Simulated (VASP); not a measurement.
# G0W0 gap of InP against strain, part 3 of 4

How does the quasiparticle gap of InP follow strain, and does the starting functional get the slope right? The cell is of the zinc-blende type, one of the forms listed for this formula, which need not be the common one. The start is a cell from a database of measured crystal structures.

VASP 6.6.1, plane waves and PAW; the level of theory is named at each step.

So far, quasiparticle gap on the mesh (eV): step 4 (G0W0) 1.49. Also gap on the k-mesh (eV): step 3 (empty bands) 1.15; step 5 (ground state of a strained cell, scale 0.94) 1.50.

The database entry behind the starting cell differs from later determinations by our own check (0.1 to 0.3 % short, probably kX units), so it need not match the best structure at ambient conditions.

### Step 7. G0W0, scale 0.94

This step: G0W0 on r2SCAN; plane waves and PAW (In_d_GW, P_GW) (VASP 6.6.1).

G0W0 on the strained cell, with unchanged settings.

The input, INCAR:

```
SYSTEM = InP
PREC = Accurate
ENCUT = 300
ISMEAR = 0
SIGMA = 0.01
LREAL = .FALSE.
METAGGA = R2SCAN
LASPH = .TRUE.
NBANDS = 216
ALGO = EVGW0
NELMGW = 1
ENCUTGW = 150
NOMEGA = 48
PRECFOCK = Fast
NBANDSGW = 24
LWAVE = .FALSE.
LCHARG = .FALSE.
```

The input, POSCAR:

```
InP
1.0
    0.0000000000      2.8706770916      2.8706770916
    2.8706770916      0.0000000000      2.8706770916
    2.8706770916      2.8706770916      0.0000000000
In P
1 1
Direct
    0.0000000000      0.0000000000      0.0000000000
    0.7500000000      0.7500000000      0.7500000000
```

The input, KPOINTS:

```
Automatic mesh
0
Gamma
6 6 6
0 0 0
```

PAW data sets: In_d_GW and P_GW (PBE family, release 64).

Launch:

```sh
> mpirun -np 8 vasp_std
```

What it wrote:

```text
[banner, memory and clock lines left out]
running    8 mpi-ranks, on    1 nodes
[...]
[... a notice as in an earlier step ...]

 [... a notice as in an earlier step ...]

 [... a notice as in an earlier step ...]

 LDA part: xc-table for (None), standard interpolation
 found WAVECAR, reading the header
 POSCAR, INCAR and KPOINTS ok, starting setup
[...]
reading WAVECAR
 the WAVECAR file was read successfully
 initial charge from wavefunction
 available memory per node:     65.76 GB, setting MAXMEM to     67338

 The Fermi energy was updated, please check that it is located mid-gap
 values below the HOMO (VB) or above the LUMO (CB) will cause erroneous energies
 E-fermi :   5.1185

 calculate exact exchange contribution
 the WAVEDER file was read successfully
energies w=
    0.000    0.000    0.543    0.000    1.084    0.000    1.621    0.000
    2.152    0.000    2.675    0.000    3.189    0.000    3.694    0.000
    4.189    0.000    4.676    0.000    5.154    0.000    5.623    0.000
[...]
total number of BLAS operations       6730.51 Gflops
NQ=  12   -0.3333    0.3333    0.0000,
|.........|.........|.........|.........|.........|.........|.........|.........
 performed      23834000 updates of chi_q(r,r)
 total number of BLAS operations       7349.25 Gflops
NQ=  13    0.5000    0.5000    0.0000,
|.........|.........|.........|.........|.........|.........|.........|.........
 performed      25115000 updates of chi_q(r,r)
 total number of BLAS operations       7719.42 Gflops
NQ=  14    0.5000    0.3333    0.1667,
|.........|.........|.........|.........|.........|.........|.........|.........
 performed      27993000 updates of chi_q(r,r)
 total number of BLAS operations       8640.51 Gflops
NQ=  15   -0.3333    0.3333    0.1667,
|.........|.........|.........|.........|.........|.........|.........|.........
 performed      30705000 updates of chi_q(r,r)
 total number of BLAS operations       9474.15 Gflops
NQ=  16   -0.3333    0.5000    0.1667,
|.........|.........|.........|.........|.........|.........|.........|.........
 performed      32950000 updates of chi_q(r,r)
 total number of BLAS operations      10207.30 Gflops
 resolving degeneracies of screened two electron integrals

 calculate QP shifts <psi_nk| G(iteration)W_0 |psi_nk>: iteration 1
 entering main loop
```

It took 5.4 min on 8 MPI ranks of Intel Xeon Platinum 8488C (Sapphire Rapids), shared host; peak memory 2.4 GiB.

From OUTCAR (step 7):

```text
 QP shifts <psi_nk| G(iteration)W_0 |psi_nk>: iteration 1
 for sc-GW calculations column KS-energies equals QP-energies in previous step
 and V_xc(KS)=  KS-energies - (<T + V_ion + V_H > + <T+V_H+V_ion>^1  + <V_x>^1)
 k-point   1 :       0.0000    0.0000    0.0000
  band No.  KS-energies  QP-energies   sigma(KS)   V_xc(KS)     V^pw_x(r,r')   Z            occupation Imag(sigma)
    ...
      6      -8.1001      -8.2216     -12.2559     -12.0681     -18.4784       0.6472       2.0000       0.9236
      7       4.3666       3.9154     -13.2189     -12.6329     -14.1618       0.7700       2.0000       0.0323
      8       4.3666       3.9154     -13.2189     -12.6329     -14.1618       0.7700       2.0000       0.0323
      9       4.3666       3.9154     -13.2189     -12.6329     -14.1618       0.7700       2.0000       0.0323
     10       5.8705       5.7963     -10.6270     -10.5329      -6.7186       0.7878       0.0000      -0.0325
     11       8.7812       8.8704      -9.9187     -10.0329      -5.6961       0.7814       0.0000      -0.0446
     12       8.7812       8.8704      -9.9187     -10.0329      -5.6961       0.7814       0.0000      -0.0446
     13       8.7812       8.8704      -9.9187     -10.0329      -5.6961       0.7814       0.0000      -0.0446
    ...

[... 2 parts as in an earlier step ...]

[... 1 further part left out ...]
[key lines of the parts left out:]
E-fermi :   5.1185
```

The gap is now 1.881 eV, +395 meV against the unstrained cell. Spin-orbit coupling is left out.

### Step 8. Ground state of a strained cell, scale 0.97

This step: r2SCAN; plane waves and PAW (In_d_GW, P_GW) (VASP 6.6.1).

The volume is scaled by 0.97, at the same cutoff, mesh and band count, and the chain is run again.

The input, INCAR:

```
SYSTEM = InP
PREC = Accurate
ENCUT = 300
EDIFF = 1E-08
NELM = 100
ISMEAR = 0
SIGMA = 0.01
LREAL = .FALSE.
ALGO = Normal
METAGGA = R2SCAN
LASPH = .TRUE.
NBANDS = 15
LORBIT = 11
LWAVE = .TRUE.
LCHARG = .FALSE.
KPAR = 8
```

The input, POSCAR:

```
InP
1.0
    0.0000000000      2.9008969659      2.9008969659
    2.9008969659      0.0000000000      2.9008969659
    2.9008969659      2.9008969659      0.0000000000
In P
1 1
Direct
    0.0000000000      0.0000000000      0.0000000000
    0.7500000000      0.7500000000      0.7500000000
```

KPOINTS is that of step 7.

Launch:

```sh
> mpirun -np 8 vasp_std
```

What it wrote:

```text
[... set-up lines as in an earlier step ...]
 entering main loop
       N       E                     dE             d eps       ncg     rms          rms(c)
DAV:   1     0.800086014495E+02    0.80009E+02   -0.62341E+03   603   0.184E+03
DAV:   2    -0.257759257264E+02   -0.10578E+03   -0.99893E+02   751   0.435E+02
DAV:   3    -0.361718463297E+02   -0.10396E+02   -0.10359E+02   783   0.125E+02
DAV:   4    -0.364981066698E+02   -0.32626E+00   -0.32614E+00   762   0.215E+01
[...]
DAV:  12    -0.322012176391E+02   -0.12500E-05   -0.36924E-06   845   0.231E-02    0.275E-03
DAV:  13    -0.322012175650E+02    0.74081E-07   -0.31802E-07   729   0.908E-03    0.667E-04
DAV:  14    -0.322012175692E+02   -0.42137E-08   -0.37835E-08   741   0.346E-03
   1 F= -.32201218E+02 E0= -.32201218E+02  d E =-.292301E-29
 writing wavefunctions
```

Wall time 12 s (8 MPI ranks); peak memory 1.2 GiB; 81 s of CPU time.

OUTCAR, selected parts (step 8):

```text
  Total        1.1485025      1.1485025      1.1485025      0.0000000     -0.0000000      0.0000000
  in kB       37.6890884     37.6890884     37.6890884      0.0000000     -0.0000000      0.0000000
  external PRESSURE =      37.6890884 kB  Pullay stress =       0.0000000 kB

 POSITION                                       TOTAL-FORCE (eV/Angst)
 -----------------------------------------------------------------------------------
      0.00000      0.00000      0.00000         0.000000      0.000000      0.000000
      4.35135      4.35135      4.35135        -0.000000     -0.000000     -0.000000
 -----------------------------------------------------------------------------------
    total drift:                               -0.000028     -0.000028     -0.000028

  FREE ENERGIE OF THE ION-ELECTRON SYSTEM (eV)
  ---------------------------------------------------
  free  energy   TOTEN  =       -32.2012175692 eV

  energy  without entropy=      -32.2012175692  energy(sigma->0) =      -32.20121757

[... 1 part as in an earlier step ...]

[... 2 further parts left out ...]
[key lines of the parts left out:]
E-fermi :   4.1196
```

The run ends at a pressure of 3.77 GPa.

### Step 9. Empty bands, scale 0.97

The empty bands are made again, for the run that follows.

The input, INCAR:

```
SYSTEM = InP
PREC = Accurate
ENCUT = 300
ISMEAR = 0
SIGMA = 0.01
LREAL = .FALSE.
METAGGA = R2SCAN
LASPH = .TRUE.
NBANDS = 216
ALGO = Exact
NELM = 1
LWAVE = .TRUE.
LCHARG = .FALSE.
LOPTICS = .TRUE.
NEDOS = 1000
CSHIFT = 0.1
```

POSCAR is that of step 8.

KPOINTS is that of step 8.

Launch:

```sh
> mpirun -np 8 vasp_std
```

What it wrote:

```text
[... set-up lines as in an earlier step ...]
 entering main loop
       N       E                     dE             d eps       ncg     rms          rms(c)
DIA:   1    -0.322012175887E+02   -0.32201E+02    0.00000E+00     0   0.000E+00
   1 F= -.32201218E+02 E0= -.32201218E+02  d E =-.602354E-97
 writing wavefunctions
 optical routines
 imaginary and real dielectric function
 direction            1
 direction            2
 direction            3
```

Run time: 9.8 s. Hardware: 8 MPI ranks; peak memory 1.1 GiB.

From OUTCAR (step 9):

```text
  Total        1.1500046      1.1500046      1.1500046      0.0000000      0.0000000      0.0000000
  in kB       37.7383788     37.7383788     37.7383788      0.0000000      0.0000000      0.0000000
  external PRESSURE =      37.7383788 kB  Pullay stress =       0.0000000 kB

 POSITION                                       TOTAL-FORCE (eV/Angst)
 -----------------------------------------------------------------------------------
      0.00000      0.00000      0.00000        -0.000000     -0.000000     -0.000000
      4.35135      4.35135      4.35135         0.000000      0.000000      0.000000
 -----------------------------------------------------------------------------------
    total drift:                               -0.000028     -0.000028     -0.000028

  FREE ENERGIE OF THE ION-ELECTRON SYSTEM (eV)
  ---------------------------------------------------
  free  energy   TOTEN  =       -32.2012175887 eV

  energy  without entropy=      -32.2012175887  energy(sigma->0) =      -32.20121759

[... 2 parts as in an earlier step ...]

[... 1 further part left out ...]
[key lines of the parts left out:]
E-fermi :   4.1895
```

### Step 10. G0W0, scale 0.97

This step: G0W0 on r2SCAN; plane waves and PAW (In_d_GW, P_GW) (VASP 6.6.1).

The input, INCAR:

```
SYSTEM = InP
PREC = Accurate
ENCUT = 300
ISMEAR = 0
SIGMA = 0.01
LREAL = .FALSE.
METAGGA = R2SCAN
LASPH = .TRUE.
NBANDS = 216
ALGO = EVGW0
NELMGW = 1
ENCUTGW = 150
NOMEGA = 48
PRECFOCK = Fast
NBANDSGW = 24
LWAVE = .FALSE.
LCHARG = .FALSE.
```

POSCAR is that of step 9.

KPOINTS is that of step 9.

Launch:

```sh
> mpirun -np 8 vasp_std
```

What it wrote:

```text
[banner, memory and clock lines left out]
running    8 mpi-ranks, on    1 nodes
[...]
[... a notice as in an earlier step ...]

 [... a notice as in an earlier step ...]

 [... a notice as in an earlier step ...]

 LDA part: xc-table for (None), standard interpolation
 found WAVECAR, reading the header
 POSCAR, INCAR and KPOINTS ok, starting setup
[...]
reading WAVECAR
 the WAVECAR file was read successfully
 initial charge from wavefunction
 available memory per node:     65.29 GB, setting MAXMEM to     66859

 The Fermi energy was updated, please check that it is located mid-gap
 values below the HOMO (VB) or above the LUMO (CB) will cause erroneous energies
 E-fermi :   4.7048

 calculate exact exchange contribution
 the WAVEDER file was read successfully
energies w=
    0.000    0.000    0.533    0.000    1.064    0.000    1.591    0.000
    2.112    0.000    2.625    0.000    3.130    0.000    3.625    0.000
    4.112    0.000    4.589    0.000    5.058    0.000    5.519    0.000
[...]
total number of BLAS operations       7041.89 Gflops
NQ=  12   -0.3333    0.3333    0.0000,
|.........|.........|.........|.........|.........|.........|.........|.........
 performed      23834000 updates of chi_q(r,r)
 total number of BLAS operations       7845.70 Gflops
NQ=  13    0.5000    0.5000    0.0000,
|.........|.........|.........|.........|.........|.........|.........|.........
 performed      25115000 updates of chi_q(r,r)
 total number of BLAS operations       8280.84 Gflops
NQ=  14    0.5000    0.3333    0.1667,
|.........|.........|.........|.........|.........|.........|.........|.........
 performed      27993000 updates of chi_q(r,r)
 total number of BLAS operations       9258.02 Gflops
NQ=  15   -0.3333    0.3333    0.1667,
|.........|.........|.........|.........|.........|.........|.........|.........
 performed      30705000 updates of chi_q(r,r)
 total number of BLAS operations      10143.48 Gflops
NQ=  16   -0.3333    0.5000    0.1667,
|.........|.........|.........|.........|.........|.........|.........|.........
 performed      32950000 updates of chi_q(r,r)
 total number of BLAS operations      10920.84 Gflops
 resolving degeneracies of screened two electron integrals

 calculate QP shifts <psi_nk| G(iteration)W_0 |psi_nk>: iteration 1
 entering main loop
```

Wall time 5.6 min (8 MPI ranks); peak memory 2.5 GiB; 40 min of CPU time.

Parts of OUTCAR (step 10):

```text
 QP shifts <psi_nk| G(iteration)W_0 |psi_nk>: iteration 1
 for sc-GW calculations column KS-energies equals QP-energies in previous step
 and V_xc(KS)=  KS-energies - (<T + V_ion + V_H > + <T+V_H+V_ion>^1  + <V_x>^1)
 k-point   1 :       0.0000    0.0000    0.0000
  band No.  KS-energies  QP-energies   sigma(KS)   V_xc(KS)     V^pw_x(r,r')   Z            occupation Imag(sigma)
    ...
      6      -8.1849      -8.2822     -12.1659     -12.0138     -18.3728       0.6395       2.0000       0.8969
      7       4.0431       3.6057     -13.0998     -12.5286     -14.0453       0.7658       2.0000       0.0322
      8       4.0431       3.6057     -13.0998     -12.5286     -14.0453       0.7658       2.0000       0.0322
      9       4.0431       3.6057     -13.0998     -12.5286     -14.0453       0.7658       2.0000       0.0322
     10       5.3665       5.2907     -10.6348     -10.5382      -6.8129       0.7846       0.0000      -0.0339
     11       8.4656       8.5454      -9.8256      -9.9282      -5.6056       0.7771       0.0000      -0.0481
     12       8.4656       8.5454      -9.8256      -9.9282      -5.6056       0.7771       0.0000      -0.0481
     13       8.4656       8.5454      -9.8256      -9.9282      -5.6056       0.7771       0.0000      -0.0481
    ...

[... 2 parts as in an earlier step ...]

[... 1 further part left out ...]
[key lines of the parts left out:]
E-fermi :   4.7048
```

The gap is now 1.685 eV, +199 meV against the unstrained cell. Spin-orbit coupling is left out.

### Step 11. Ground state of a strained cell, scale 1.03

This step: r2SCAN; plane waves and PAW (In_d_GW, P_GW) (VASP 6.6.1).

The volume is scaled by 1.03, at the same cutoff, mesh and band count, and the chain is run again.

The input, INCAR:

```
SYSTEM = InP
PREC = Accurate
ENCUT = 300
EDIFF = 1E-08
NELM = 100
ISMEAR = 0
SIGMA = 0.01
LREAL = .FALSE.
ALGO = Normal
METAGGA = R2SCAN
LASPH = .TRUE.
NBANDS = 15
LORBIT = 11
LWAVE = .TRUE.
LCHARG = .FALSE.
KPAR = 8
```

The input, POSCAR:

```
InP
1.0
    0.0000000000      2.9595167386      2.9595167386
    2.9595167386      0.0000000000      2.9595167386
    2.9595167386      2.9595167386      0.0000000000
In P
1 1
Direct
    0.0000000000      0.0000000000      0.0000000000
    0.7500000000      0.7500000000      0.7500000000
```

KPOINTS is that of step 10.

Launch:

```sh
> mpirun -np 8 vasp_std
```

What it wrote:

```text
[... set-up lines as in an earlier step ...]
 entering main loop
       N       E                     dE             d eps       ncg     rms          rms(c)
DAV:   1     0.771402591485E+02    0.77140E+02   -0.61934E+03   594   0.171E+03
DAV:   2    -0.260896103650E+02   -0.10323E+03   -0.94521E+02   760   0.427E+02
DAV:   3    -0.359914224807E+02   -0.99018E+01   -0.98376E+01   797   0.120E+02
DAV:   4    -0.365263196944E+02   -0.53490E+00   -0.53477E+00   747   0.257E+01
[...]
DAV:  15    -0.322346805173E+02   -0.97470E-07   -0.99790E-09   548   0.410E-03    0.177E-04
DAV:  16    -0.322346804604E+02    0.56956E-07   -0.24840E-09   527   0.147E-03    0.466E-05
DAV:  17    -0.322346804573E+02    0.30941E-08   -0.10948E-09   520   0.459E-04
   1 F= -.32234680E+02 E0= -.32234680E+02  d E =-.460600E-14
 writing wavefunctions
```

Elapsed: 16 s, on 8 MPI ranks; peak memory 1.1 GiB; 1.8 min of CPU time.

OUTCAR, selected parts (step 11):

```text
  Total       -0.2463654     -0.2463654     -0.2463654      0.0000000      0.0000000     -0.0000000
  in kB       -7.6137390     -7.6137390     -7.6137390      0.0000000      0.0000000     -0.0000000
  external PRESSURE =      -7.6137390 kB  Pullay stress =       0.0000000 kB

 POSITION                                       TOTAL-FORCE (eV/Angst)
 -----------------------------------------------------------------------------------
      0.00000      0.00000      0.00000         0.000000      0.000000      0.000000
      4.43928      4.43928      4.43928        -0.000000     -0.000000     -0.000000
 -----------------------------------------------------------------------------------
    total drift:                               -0.000036     -0.000036     -0.000036

  FREE ENERGIE OF THE ION-ELECTRON SYSTEM (eV)
  ---------------------------------------------------
  free  energy   TOTEN  =       -32.2346804573 eV

  energy  without entropy=      -32.2346804573  energy(sigma->0) =      -32.23468046

[... 1 part as in an earlier step ...]

[... 2 further parts left out ...]
[key lines of the parts left out:]
E-fermi :   3.5076
```

The run ends at a pressure of -0.76 GPa.

### Step 12. Empty bands, scale 1.03

The empty bands are made again, for the run that follows.

The input, INCAR:

```
SYSTEM = InP
PREC = Accurate
ENCUT = 300
ISMEAR = 0
SIGMA = 0.01
LREAL = .FALSE.
METAGGA = R2SCAN
LASPH = .TRUE.
NBANDS = 216
ALGO = Exact
NELM = 1
LWAVE = .TRUE.
LCHARG = .FALSE.
LOPTICS = .TRUE.
NEDOS = 1000
CSHIFT = 0.1
```

POSCAR is that of step 11.

KPOINTS is that of step 11.

Launch:

```sh
> mpirun -np 8 vasp_std
```

What it wrote:

```text
[... set-up lines as in an earlier step ...]
 entering main loop
       N       E                     dE             d eps       ncg     rms          rms(c)
DIA:   1    -0.322346804600E+02   -0.32235E+02    0.00000E+00     0   0.000E+00
   1 F= -.32234680E+02 E0= -.32234680E+02  d E =-.257438E-99
 writing wavefunctions
 optical routines
 imaginary and real dielectric function
 direction            1
 direction            2
 direction            3
```

The job ended after 10 s (8 MPI ranks; peak memory 1.1 GiB).

Parts of OUTCAR (step 12):

```text
  Total       -0.2462541     -0.2462541     -0.2462541      0.0000000      0.0000000      0.0000000
  in kB       -7.6102983     -7.6102983     -7.6102983      0.0000000      0.0000000      0.0000000
  external PRESSURE =      -7.6102983 kB  Pullay stress =       0.0000000 kB

 POSITION                                       TOTAL-FORCE (eV/Angst)
 -----------------------------------------------------------------------------------
      0.00000      0.00000      0.00000        -0.000000     -0.000000      0.000000
      4.43928      4.43928      4.43928         0.000000      0.000000     -0.000000
 -----------------------------------------------------------------------------------
    total drift:                               -0.000036     -0.000036     -0.000036

  FREE ENERGIE OF THE ION-ELECTRON SYSTEM (eV)
  ---------------------------------------------------
  free  energy   TOTEN  =       -32.2346804600 eV

  energy  without entropy=      -32.2346804600  energy(sigma->0) =      -32.23468046

[... 2 parts as in an earlier step ...]

[... 1 further part left out ...]
[key lines of the parts left out:]
E-fermi :   3.6074
```

(Part 3 of 4 ends here.)

[Lines on the potential files, build, host, timing and source positions are cut from VASP's logs without a mark.]

[Logs are printed without paths, hosts, clocks, repeated set-up lines and the standing remarks that a program may print on its own settings, such as how far it seeks lower states.]

[Hosts, paths, dates, database ids (printed as entryN), source tags and the programs' standing remarks are cut or masked in the printed files.]

[Pressures printed for these runs are not shown converged in the cutoff: they can be off by several GPa and have the wrong sign.]

[In band tables of VASP the shares of atoms and orbitals are scaled to a sum of 1 inside the atoms' spheres.]
